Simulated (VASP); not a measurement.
Data:

```yaml
crystal:
  lattice:
    - [3.15850, 0.00000, 0.00000]
    - [0.00000, 3.15850, 0.00000]
    - [0.00000, 0.00000, 3.15850]
  atoms:
    - { symbol: Zn, position: [0.50000, 0.50000, 0.50000] }
    - { symbol: Au, position: [0.00000, 0.00000, 0.00000] }
```

Method: optB86b-vdW, VASP's PBE PAW potentials (set 64) (plane waves; VASP). Run with 520 eV cut-off, Gaussian smearing of 0.050 eV, potentials Zn Au.

Give the energies of bands 6 to 14 at the high-symmetry points, in eV from the Fermi level.

```csv
band,Γ,X,M,R
6,-7.47,-7.32,-6.41,-6.35
7,-5.40,-5.73,-5.04,-6.35
8,-5.40,-5.44,-4.08,-6.35
9,-3.73,-4.88,-4.08,-3.10
10,-3.73,-4.88,-3.15,-3.10
11,-3.73,-3.88,-1.91,1.26
12,4.96,-2.39,-1.91,3.43
13,4.96,10.51,0.75,3.77
14,4.96,11.06,2.38,3.77
```

It has no gap at this level: it comes out as a metal or semimetal.

The compound is AuZn in the CsCl type structure. It was relaxed first. The electron count is odd and the run is not spin-polarised, which forces a metal.
